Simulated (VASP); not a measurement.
Calculation: PW91 GGA, VASP's PBE PAW potentials (set 64) (plane waves; VASP).

VASP input:

### INCAR
```
! general
SYSTEM  = HfO2
PREC    = Accurate
ENCUT   = 520
LREAL   = .FALSE.
LASPH   = .TRUE.
ICHARG  = 11

! electronic loop
EDIFF   = 1E-7
NELM    = 100
ALGO    = Normal
LMAXMIX = 6

! smearing
ISMEAR  = 0
SIGMA   = 0.05

! functional
GGA     = 91

! output
LWAVE   = .FALSE.
LCHARG  = .FALSE.
LORBIT  = 11
```

File KPOINTS:
```
k-points along high-symmetry lines
15
Line-mode
Reciprocal
  0.000000   0.000000   0.000000 ! GAMMA
  0.500000   0.000000   0.500000 ! X

  0.500000   0.000000   0.500000 ! X
  0.625000   0.250000   0.625000 ! U

  0.375000   0.375000   0.750000 ! K
  0.000000   0.000000   0.000000 ! GAMMA

  0.000000   0.000000   0.000000 ! GAMMA
  0.500000   0.500000   0.500000 ! L

  0.500000   0.500000   0.500000 ! L
  0.500000   0.250000   0.750000 ! W

  0.500000   0.250000   0.750000 ! W
  0.500000   0.000000   0.500000 ! X
```

### POSCAR
```
HfO2
1
    0.0000000000     2.5363013528     2.5363013528
    2.5363013528     0.0000000000     2.5363013528
    2.5363013528     2.5363013528     0.0000000000
Hf O
1 2
Direct
  0.0000000000   0.0000000000   0.0000000000
  0.2500000000   0.2500000000   0.2500000000
  0.7500000000   0.7500000000   0.7500000000
```

POTCAR, in this order: Hf_pv O (PBE.64 set). Program: vasp_std. Read from the step before: CHGCAR.

The resulting files:

### OSZICAR
```
       N       E                     dE             d eps       ncg     rms          rms(c)
DAV:   1     0.916104062652E+02    0.91610E+02   -0.12897E+04  2700   0.144E+03
DAV:   2    -0.261759390082E+02   -0.11779E+03   -0.11507E+03  3610   0.311E+02
DAV:   3    -0.298841796733E+02   -0.37082E+01   -0.37035E+01  3295   0.503E+01
DAV:   4    -0.299133291011E+02   -0.29149E-01   -0.29143E-01  3430   0.489E+00
DAV:   5    -0.299136644697E+02   -0.33537E-03   -0.33534E-03  3380   0.457E-01
DAV:   6    -0.299136724229E+02   -0.79533E-05   -0.79532E-05  3346   0.640E-02
DAV:   7    -0.299136726792E+02   -0.25630E-06   -0.25632E-06  3460   0.969E-03
DAV:   8    -0.299136726887E+02   -0.95010E-08   -0.95022E-08  3027   0.170E-03
   1 F= -.29913673E+02 E0= -.29913673E+02  d E =-.689844E-17
```

**OUTCAR**
```
 val. band max:        4.1978740213   @ k =   0.5000   0.0000   0.5000

 cond. band min:       7.9970191690   @ k =   0.5000   0.0000   0.5000



 k-point     1 :       0.0000    0.0000    0.0000
  band No.  band energies     occupation
      1     -25.3499      2.00000
      2     -25.3499      2.00000
      3     -25.3499      2.00000
      4     -14.4702      2.00000
      5     -11.4438      2.00000
      6      -1.1294      2.00000
      7      -1.1294      2.00000
      8      -1.1294      2.00000
      9       3.5956      2.00000
     10       3.5956      2.00000
     11       3.5956      2.00000
     12       8.0664      0.00000
     13       8.0664      0.00000
     14      10.0584      0.00000
     15      14.5958      0.00000

 k-point     2 :       0.0357    0.0000    0.0357
  band No.  band energies     occupation
      1     -25.3564      2.00000
      2     -25.3515      2.00000
      3     -25.3515      2.00000
      4     -14.4464      2.00000
      5     -11.4640      2.00000
      6      -1.1154      2.00000
      7      -1.1154      2.00000
      8      -1.0753      2.00000
      9       3.4651      2.00000
     10       3.5989      2.00000
     11       3.5989      2.00000
     12       8.0828      0.00000
     13       8.1213      0.00000
     14      10.1351      0.00000
     15      14.5323      0.00000

 k-point     3 :       0.0714    0.0000    0.0714
  band No.  band energies     occupation
      1     -25.3753      2.00000
      2     -25.3561      2.00000
      3     -25.3561      2.00000
      4     -14.3754      2.00000
      5     -11.5228      2.00000
      6      -1.0735      2.00000
      7      -1.0735      2.00000
      8      -0.9152      2.00000
      9       3.1086      2.00000
     10       3.6073      2.00000
     11       3.6073      2.00000
     12       8.1317      0.00000
     13       8.2563      0.00000
     14      10.3548      0.00000
     15      14.3569      0.00000

...
```

The density is held fixed in this step, so its total energy and stress have no physical meaning. Unless said otherwise, spin-orbit coupling is left out, though it shifts the bands of the heavy elements here.

The compound is HfO2 in the fluorite structure, the high-temperature cubic form, which is unstable at 0 K; the monoclinic form is the stable one. It was relaxed first.
